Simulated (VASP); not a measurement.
The system is Mg2TiN2.

```
Mg Ti N
1.0
     6.66238    0.00000    0.00000
     0.00000    6.66238    0.00000
     0.00000    0.00000    3.27059
Mg Ti N
4 2 4
Direct
  0.67199 0.17199 0.50000
  0.32801 0.82801 0.50000
  0.17199 0.32801 0.50000
  0.82801 0.67199 0.50000
  0.00000 0.00000 0.00000
  0.50000 0.50000 0.00000
  0.12823 0.62823 0.00000
  0.87177 0.37177 0.00000
  0.62823 0.87177 0.00000
  0.37177 0.12823 0.00000
```

The cell was built by a generator and needn't be a form met in nature.

| Quantity | Value |
| --- | --- |
| Program | VASP 6.6.1 |
| Task | relaxation of cell and atoms |
| Functional | PBE |
| Potentials or basis | VASP PAW PBE potentials, release 64 (Mg, Ti_sv, N) |
| Cutoff | 520 eV |
| k mesh | 2 × 2 × 4 |
| Occupations | gaussian, width 0.15 eV |
| Spin | no spin polarisation |

At the start: pressure -20.5 GPa; volume 14.52 Å³/atom.

Question: How do energy, volume and symmetry change on relaxing?

Answer: Over 13 steps the energy falls by 768.7 meV/atom and the volume is 11.22 Å³/atom (-22.7 %); space group P4/mbm (No. 127, to 0.05 Å).

Step by step:
| step | energy change (eV) | largest force (eV/Å) | pressure (GPa) | volume (Å³) |
| --- | --- | --- | --- | --- |
| 1 | 0.0000 | 2.7820 | -20.47 | 145.17 |
| 2 | -5.5201 | 2.9515 | 0.77 | 109.22 |
| 3 | -5.6678 | 2.7290 | 10.57 | 103.18 |
| 4 | -7.1264 | 0.6290 | 11.22 | 104.53 |
| 5 | -7.1860 | 0.3433 | 12.35 | 104.83 |
| 6 | -7.5186 | 0.3423 | -7.49 | 118.92 |
| 7 | -7.6439 | 0.2833 | -2.13 | 113.73 |
| 8 | -7.6440 | 0.2805 | -1.81 | 113.50 |
| 9 | -7.6824 | 0.1565 | -0.20 | 112.35 |
| 10 | -7.6827 | 0.1773 | 0.28 | 112.19 |
| 11 | -7.6828 | 0.1713 | -0.04 | 112.23 |
| 12 | -7.6827 | 0.1637 | 0.01 | 112.29 |
| 13 | -7.6869 | 0.0659 | 0.05 | 112.19 |

Final structure:
```
Mg Ti N
1.0
     5.88621    0.00000    0.00000
     0.00000    5.88621    0.00000
     0.00000    0.00000    3.23805
Mg Ti N
4 2 4
Direct
  0.65341 0.15341 0.50000
  0.34659 0.84659 0.50000
  0.15341 0.34659 0.50000
  0.84659 0.65341 0.50000
  0.00000 0.00000 0.00000
  0.50000 0.50000 0.00000
  0.17926 0.67926 0.00000
  0.82074 0.32074 0.00000
  0.67926 0.82074 0.00000
  0.32074 0.17926 0.00000
```

Caveat: the k mesh is coarse (spacing up to 0.48 Å⁻¹), so the values aren't converged; the volume moved by over 15 % at a fixed basis, so the end points are rough.
